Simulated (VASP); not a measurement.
A VASP calculation is set up with these files.

POSCAR:
```
BiSb
1.0
  2.2262950000   1.2853520000   3.9751500000
 -2.2262950000   1.2853520000   3.9751500000
  0.0000000000  -2.5707040000   3.9751500000
Sb Bi
1 1
Cartesian
 -0.0000000000  -0.0000000000   9.1590675872
  0.0000000000  -0.0000000000   2.7662273820
```

INCAR:
```
SYSTEM = BiSb
PREC = Accurate; ENCUT = 400; LREAL = F
LASPH = T
EDIFF = 1E-6; NELM = 100; ALGO = Normal
LMAXMIX = 4
ISMEAR = 0; SIGMA = 0.05
GGA = PS
IBRION = 2; NSW = 60; ISIF = 3
EDIFFG = -0.01
LWAVE = F; LCHARG = F
```

### KPOINTS
```
Automatic mesh
0
Gamma
7 7 7
0 0 0
```

POTCAR, in this order: Sb Bi_d (PBE.64 set). Program: vasp_std.

Problem. Write an equivalent input for Quantum ESPRESSO's pw.x.

Solution. One equivalent input (not run):
```
&CONTROL
  calculation = 'vc-relax'
  pseudo_dir = './pseudo'
  outdir = './out'
  tprnfor = .true.
  tstress = .true.
  nstep = 60
  forc_conv_thr = 0.00039
/
&SYSTEM
  ibrav = 0
  nat = 2
  ntyp = 2
  ecutwfc = 80
  occupations = 'smearing'
  smearing = 'gaussian'
  degauss = 0.003675
  input_dft = 'pbesol'
/
&ELECTRONS
  conv_thr = 7.3e-08
  electron_maxstep = 100
/
&IONS
/
&CELL
/
ATOMIC_SPECIES
  Sb 121.760 Sb.upf
  Bi 208.980 Bi.upf
CELL_PARAMETERS angstrom
     2.2262950    1.2853520    3.9751500
    -2.2262950    1.2853520    3.9751500
     0.0000000   -2.5707040    3.9751500
ATOMIC_POSITIONS crystal
  Sb   0.7680270  0.7680270  0.7680270
  Bi   0.2319600  0.2319600  0.2319600
K_POINTS automatic
  7 7 7 0 0 0
```
What does not carry over: the potentials are each code's own (VASP's PAW set, PseudoDojo norm-conserving files in pw.x), so ENCUT and ecutwfc are chosen apart and not converted; conv_thr bounds pw.x's estimated SCF error, while EDIFF bounds the energy change between steps; forc_conv_thr acts on force components and is met together with etot_conv_thr.

The structure comes from a computed database's BiSb entry (R3m); how it stands against other phases isn't given here. This run relaxes it. Symmetry was kept, so distortions that lower it aren't found.
